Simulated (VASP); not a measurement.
Level of theory: PBEsol GGA, VASP's PBE PAW potentials (set 64) (plane waves; VASP 6.6.1).

Input for VASP

KPOINTS:
```
Automatic mesh
0
Gamma
13 13 13
0 0 0
```

File POSCAR:
```
Li
1
    0.0000000000     2.1985620000     2.1985620000
    2.1985620000     0.0000000000     2.1985620000
    2.1985620000     2.1985620000     0.0000000000
Li
1
Direct
  0.0000000000   0.0000000000   0.0000000000
```

INCAR:
```
LWAVE = .FALSE.
EDIFFG = -0.01
LREAL = .FALSE.   # projection in real space or not
NELM = 100   # most electronic steps
LCHARG = .FALSE.
ALGO = Normal
ISMEAR = 1   # Methfessel-Paxton
ISIF = 3   # ions, shape and volume
SIGMA = 0.1
IBRION = 2
LASPH = .TRUE.   # aspherical one-centre terms
PREC = Accurate
SYSTEM = Li
ENCUT = 520
NSW = 60
GGA = PS
EDIFF = 1E-6   # SCF stop (eV)
```

POTCAR, in this order: Li_sv (PBE.64 set). Program: vasp_std.

Energy and stress use the plane-wave basis of the starting cell.

Estimate the energy per atom (σ→0), volume per atom, band gap (on the k-mesh).

```yaml
energy per atom (σ→0): -1.964 eV/atom
band gap (on the k-mesh): none (metal, semimetal or under 0.01 eV)
volume_per_atom: 20.16 Å³/atom
```

OSZICAR:
```
...
   3 F= -.19642071E+01 E0= -.19640647E+01  d E =-.232233E-02
       N       E                     dE             d eps       ncg     rms          rms(c)
DAV:   1    -0.196449297191E+01   -0.28576E-03   -0.80654E-03  1175   0.939E-01    0.190E-01
DAV:   2    -0.196440983358E+01    0.83138E-04   -0.12062E-03  1135   0.294E-01    0.127E-01
DAV:   3    -0.196432039724E+01    0.89436E-04   -0.36401E-04  1550   0.132E-01    0.428E-02
DAV:   4    -0.196430420492E+01    0.16192E-04   -0.24090E-05  1380   0.484E-02    0.375E-03
DAV:   5    -0.196430490756E+01   -0.70263E-06   -0.28509E-06   630   0.176E-02
   4 F= -.19643049E+01 E0= -.19641536E+01  d E =-.242016E-02
```

The structure was generated: Li was put into the fcc type (Fm-3m), which need not be its known phase. This run relaxes it. Symmetry was kept, so distortions that lower it aren't found.
